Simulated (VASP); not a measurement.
# BeTl (Pm-3m) in VASP: reference runs

Reference runs on BeTl: the cell as given and a disturbed copy.

All numbers are computed with VASP 6.6.1; they aren't measurements. Logs are shortened: lines on timing, memory, paths and dates and some standing lists are left out, and cuts for length are marked.

## Step 1: The structure

It takes space group Pm-3m (No. 221, cubic). Conventional cell: a = 3.382 Å, b = 3.382 Å, c = 3.382 Å, α = 90.00°, β = 90.00°, γ = 90.00°. Around Be (site symmetry m-3m) lie 8 Tl at 2.93 Å. Tl (site symmetry m-3m) is surrounded by 8 Be at 2.93 Å.

The cell was built by a generator and needn't be a form met in nature.

## Step 2: Single point, PBE

Contents of INCAR:

```
PREC = Accurate
ENCUT = 520
EDIFF = 1E-7
ISMEAR = -1
SIGMA = 0.05
LREAL = F
LASPH = T
NELM = 100
ALGO = Normal
ISIF = 2
LWAVE = F
LCHARG = F
GGA = PE
NBANDS = 14
```

Contents of KPOINTS:

```
Automatic mesh
0
Gamma
  8 8 8
```

Contents of POSCAR:

```
BeTl
1.0
    3.3816000000      0.0000000000      0.0000000000
    0.0000000000      3.3816000000      0.0000000000
    0.0000000000      0.0000000000      3.3816000000
Be Tl
1 1
Direct
    0.5000000000      0.5000000000      0.5000000000
    0.0000000000      0.0000000000      0.0000000000
```

Potentials or basis: VASP PAW PBE potentials, release 64 (Be, Tl_d).

The run is started by

```console
cat potpaw_PBE.64/Be/POTCAR potpaw_PBE.64/Tl_d/POTCAR > POTCAR
mpirun -np 1 vasp_std > vasp.out
```

OUTCAR:

```text
PREC = Accurate
   ENCUT = 520
   EDIFF = 1E-7
   ISMEAR = -1
   LREAL = F
   LASPH = T
   NELM = 100
   ISIF = 2
   GGA = PE

 ion  position               nearest neighbor table
   1  0.500  0.500  0.500-   2 2.93   2 2.93   2 2.93   2 2.93   2 2.93   2 2.93   2 2.93   2 2.93

   2  0.000  0.000  0.000-   1 2.93   1 2.93   1 2.93   1 2.93   1 2.93   1 2.93   1 2.93   1 2.93

  LATTYP: Found a simple cubic cell.
 ALAT       =     3.3816000000

  Lattice vectors:

 A1 = (   3.3816000000,   0.0000000000,   0.0000000000)
 A2 = (   0.0000000000,   3.3816000000,   0.0000000000)
 A3 = (   0.0000000000,   0.0000000000,   3.3816000000)

Analysis of symmetry for initial positions (statically):
=====================================================================
 Subroutine PRICEL returns:
 Original cell was already a primitive cell.

 Routine SETGRP: Setting up the symmetry group for a
 simple cubic supercell.

 Subroutine GETGRP returns: Found 48 space group operations
 (whereof 48 operations were pure point group operations)
 out of a pool of 48 trial point group operations.

The static configuration has the point symmetry O_h .

Analysis of symmetry for dynamics (positions and initial velocities):
=====================================================================
 Subroutine PRICEL returns:
 Original cell was already a primitive cell.

 Routine SETGRP: Setting up the symmetry group for a
 simple cubic supercell.

 Subroutine GETGRP returns: Found 48 space group operations
 (whereof 48 operations were pure point group operations)
 out of a pool of 48 trial point group operations.

The dynamic configuration has the point symmetry O_h .

 Subroutine INISYM returns: Found 48 space group operations
 (whereof 48 operations are pure point group operations),
 and found     1 'primitive' translations

----------------------------------------------------------------------------------------

                                     Primitive cell

  volume of cell :      38.6693

  direct lattice vectors                    reciprocal lattice vectors
     3.381600000  0.000000000  0.000000000     0.295718003  0.000000000  0.000000000
     0.000000000  3.381600000  0.000000000     0.000000000  0.295718003  0.000000000
     0.000000000  0.000000000  3.381600000     0.000000000  0.000000000  0.295718003

  length of vectors
     3.381600000  3.381600000  3.381600000     0.295718003  0.295718003  0.295718003

  position of ions in fractional coordinates (direct lattice)
     0.500000000  0.500000000  0.500000000
     0.000000000  0.000000000  0.000000000

  ion indices of the primitive-cell ions
   primitive index   ion index
                 1           1
                 2           2

----------------------------------------------------------------------------------------

 KPOINTS: Automatic mesh

Automatic generation of k-mesh.
 Grid dimensions read from file:
 generate k-points for:    8    8    8

 Generating k-lattice:

  Cartesian coordinates                     Fractional coordinates (reciprocal lattice)
     0.036964750  0.000000000  0.000000000     0.125000000  0.000000000  0.000000000
     0.000000000  0.036964750  0.000000000     0.000000000  0.125000000  0.000000000
     0.000000000  0.000000000  0.036964750     0.000000000  0.000000000  0.125000000

  Length of vectors
     0.036964750  0.036964750  0.036964750

  Shift w.r.t. Gamma in fractional coordinates (k-lattice)
     0.000000000  0.000000000  0.000000000

 Subroutine IBZKPT returns following result:
 ===========================================

 Found     35 irreducible k-points:

 Following reciprocal coordinates:
            Coordinates               Weight
  0.000000  0.000000  0.000000      1.000000
  0.125000  0.000000  0.000000      6.000000
  0.250000  0.000000  0.000000      6.000000
  0.375000  0.000000  0.000000      6.000000
  0.500000  0.000000  0.000000      3.000000
  0.125000  0.125000  0.000000     12.000000
[... 16 lines left out ...]
  0.375000  0.375000  0.125000     24.000000
  0.500000  0.375000  0.125000     24.000000
 [... further k-points ...]
   k-points           NKPTS =     35   k-points in BZ     NKDIM =     35   number of bands    NBANDS=     14
   number of dos      NEDOS =    301   number of ions     NIONS =      2
   total plane-waves  NPLWV =  21952
   dimension x,y,z NGX =    28 NGY =   28 NGZ =   28
   dimension x,y,z NGXF=    56 NGYF=   56 NGZF=   56
   ions per type =               1   1
   NGX,Y,Z   is equivalent  to a cutoff of  13.77, 13.77, 13.77 a.u.
   NGXF,Y,Z  is equivalent  to a cutoff of  27.53, 27.53, 27.53 a.u.
 SYSTEM =  unknown system
   PREC   = accura    normal or accurate (medium, high low for compatibility)
   ISTART =      0    job   : 0-new  1-cont  2-samecut
   ICHARG =      2    charge: 1-file 2-atom 10-const
   ISPIN  =      1    spin polarized calculation?
   LNONCOLLINEAR =      F non collinear calculations
   LSORBIT =      F    spin-orbit coupling
   LASPH  =      T    aspherical Exc in radial PAW
   ENCUT  =  520.0 eV  38.22 Ry    6.18 a.u.   6.29  6.29  6.29*2*pi/ulx,y,z
   NELM   =    100;   NELMIN=  2; NELMDL= -5     # of ELM steps
   EDIFF  = 0.1E-06   stopping-criterion for ELM
   LREAL  =      F    real-space projection
   EDIFFG = 0.1E-05   stopping-criterion for IOM
   NSW    =      0    number of steps for IOM
   IBRION =     -1    ionic relax: 0-MD 1-quasi-New 2-CG
   NFREE  =      0    steps in history (QN), initial steepest desc. (CG)
   ISIF   =      2    stress and relaxation
   ISYM   =      2    0-nonsym 1-usesym 2-fastsym
   POTIM  = 0.5000    time-step for ionic-motion
   TEBEG  =    0.0;   TEEND  =   0.0 temperature during run
   PSTRESS=    0.0 pullay stress
   NELECT =      15.0000    total number of electrons
   NUPDOWN=      -1.0000    fix difference up-down
   EMIN   =  10.00;   EMAX   =-10.00  energy-range for DOS
   EFERMI =   0.00;   METHOD = LEGACY
   ISMEAR =    -1;   SIGMA  =   0.05  broadening in eV -4-tet -1-fermi 0-gaus
   EFERMI_NEDOS =   21; number of points for ismear=-14 and -15
   IALGO  =     38    algorithm
   IMIX   =      4    mixing-type and parameters
     AMIX     =   0.40;   BMIX     =  1.00
     AMIX_MAG =   1.60;   BMIX_MAG =  1.00
  volume/ion in A,a.u.               =      19.33       130.48
  Fermi-wavevector in a.u.,A,eV,Ry     =   1.193941  2.256222 19.395052  1.425496
  Thomas-Fermi vector in A             =   2.329944
   LORBIT       =      0    0 simple, 1 ext, 2 COOP (PROOUT), +10 PAW based schemes
   GGA     = PE    functional components
   LHFCALC =     F    Hartree Fock is set to
   AEXX    =    0.0000 exact exchange contribution
   IVDW    =     0    specifies the selected vdW correction
   LEPSILON=     F    determine dielectric tensor
   LRPA    =     F    only Hartree local field effects (RPA)
 non-spin polarized calculation
  energy-cutoff  :      520.00
  volume of cell :       38.67
 maximum number of plane-waves:      1064
 NGX is ok and might be reduce to    28
   NGX = 13   NGY = 13   NGZ = 13

 number of electron      15.0000000 magnetization

 Free energy of the ion-electron system (eV)
  ---------------------------------------------------
  ext. energy  EPLUGINS =         0.00000000
  ---------------------------------------------------
  free energy    TOTEN  =        -4.24495449 eV

  energy without entropy =       -4.23433579  energy(sigma->0) =       -4.23964514

 E-fermi :   6.5504     XC(G=0): -10.2305

 val. band max:        6.5290184979   @ k =   0.3750   0.2500   0.1250
 cond. band min:       6.5838044245   @ k =   0.5000   0.3750   0.0000
 fundamental gap:      0.0547859266
 Fermi energy:         6.5503874590

 k-point     1 :       0.0000    0.0000    0.0000
  band No.  band energies     occupation
      1      -5.3835      2.00000
      2      -5.3835      2.00000
      3      -4.7396      2.00000
      4      -4.7396      2.00000
      5      -4.7396      2.00000
      6      -3.8818      2.00000
      7       8.3680      0.00000
      8       8.3680      0.00000
      9       8.3680      0.00000
     10      10.2321      0.00000
     11      14.0678      0.00000
     12      14.0678      0.00000
     13      18.8815      0.00000
     14      18.8815      0.00000

 k-point     2 :       0.1250    0.0000    0.0000
  band No.  band energies     occupation
      1      -5.3753      2.00000
      2      -5.3194      2.00000
      3      -4.7748      2.00000
      4      -4.7748      2.00000
      5      -4.7364      2.00000
      6      -3.6684      2.00000
      7       6.7957      0.01468
      8       8.6253      0.00000
      9       8.6253      0.00000
     10      10.8680      0.00000
     11      14.1279      0.00000
     12      15.1192      0.00000
     13      18.1122      0.00000
     14      18.1122      0.00000

 k-point     3 :       0.2500    0.0000    0.0000
  band No.  band energies     occupation
      1      -5.3553      2.00000
      2      -5.1852      2.00000
      3      -4.8582      2.00000
      4      -4.8582      2.00000
      5      -4.7286      2.00000
      6      -3.0025      2.00000
      7       4.4310      2.00000
      8       9.3640      0.00000
      9       9.3640      0.00000
     10      11.3777      0.00000
     11      14.2954      0.00000
     12      15.7550      0.00000
     13      16.3136      0.00000
     14      16.3136      0.00000
[... 324 lines left out ...]
 k-point    23 :       0.3750    0.3750    0.1250
  band No.  band energies     occupation
      1      -5.2622      2.00000
      2      -5.0839      2.00000
      3      -4.9587      2.00000
      4      -4.9518      2.00000
      5      -4.6390      2.00000
      6       0.1206      2.00000
      7       4.1562      2.00000
      8       4.4691      2.00000
      9       7.7788      0.00000
     10      10.3447      0.00000
     11      12.8883      0.00000
     12      14.1963      0.00000
     13      15.8781      0.00000
     14      19.4435      0.00000

 k-point    24 :       0.5000    0.3750    0.1250
  band No.  band energies     occupation
      1      -5.3120      2.00000
      2      -5.0676      2.00000
      3      -4.9888      2.00000
      4      -4.9478      2.00000
      5      -4.5629      2.00000
      6       1.0080      2.00000
      7       2.9888      2.00000
      8       5.1170      2.00000
      9       6.7079      0.08224
     10      10.8054      0.00000
     11      12.6689      0.00000
     12      14.1034      0.00000
     13      15.5763      0.00000
     14      19.6245      0.00000

 [... further k-points ...]
[... 5 lines left out ...]
  --------------------------------------------------------------------------------------
  -------------------------------------------------------------------------------------
  Total       -0.1339005     -0.1339005     -0.1339005     -0.0000000     -0.0000000     -0.0000000
  in kB       -5.5478693     -5.5478693     -5.5478693     -0.0000000     -0.0000000     -0.0000000
  external PRESSURE =      -5.5478693 kB  Pullay stress =       0.0000000 kB

 VOLUME and BASIS-vectors are now :
 -----------------------------------------------------------------------------
  energy-cutoff  :      520.00
  volume of cell :       38.67
      direct lattice vectors                 reciprocal lattice vectors
     3.381600000  0.000000000  0.000000000     0.295718003  0.000000000  0.000000000
     0.000000000  3.381600000  0.000000000     0.000000000  0.295718003  0.000000000
     0.000000000  0.000000000  3.381600000     0.000000000  0.000000000  0.295718003

 POSITION                                       TOTAL-FORCE (eV/Angst)
 -----------------------------------------------------------------------------------
      1.69080      1.69080      1.69080         0.000000      0.000000      0.000000
      0.00000      0.00000      0.00000         0.000000      0.000000      0.000000
 -----------------------------------------------------------------------------------
    total drift:                               -0.000000     -0.000000     -0.000000

  FREE ENERGIE OF THE ION-ELECTRON SYSTEM (eV)
  ---------------------------------------------------
  free  energy   TOTEN  =        -4.2449544940 eV

  energy  without entropy=       -4.2343357901  energy(sigma->0) =       -4.23964514
```

Run time: 9.2 s. Hardware: 1 thread of Intel Xeon Platinum 8488C (Sapphire Rapids), shared host; peak memory 0.16 GiB.

What came out:

```yaml
Free_energy: -4.2450 eV
Pressure: -0.6 GPa
Band_gap_on_the_k_mesh: none (metal or under the smearing width)
```

Levels at points of the mesh, in eV from the Fermi level:
```
           k point  band 4  band 5  band 6  band 7  band 8  band 9  band 10  band 11
(0.00, 0.00, 0.00)  -11.29  -11.29  -10.43    1.82    1.82    1.82     3.68     7.52
(0.50, 0.00, 0.00)  -11.52  -11.27   -7.53   -5.62    4.81    4.81     5.60     6.66
(0.50, 0.50, 0.00)  -11.47  -11.03   -4.71   -3.22   -3.22   -0.82     5.03     8.58
(0.50, 0.50, 0.50)  -11.02  -11.02   -2.27    0.55    0.55    0.55     0.70     1.14
```

(Part 1 of 2 ends here.)
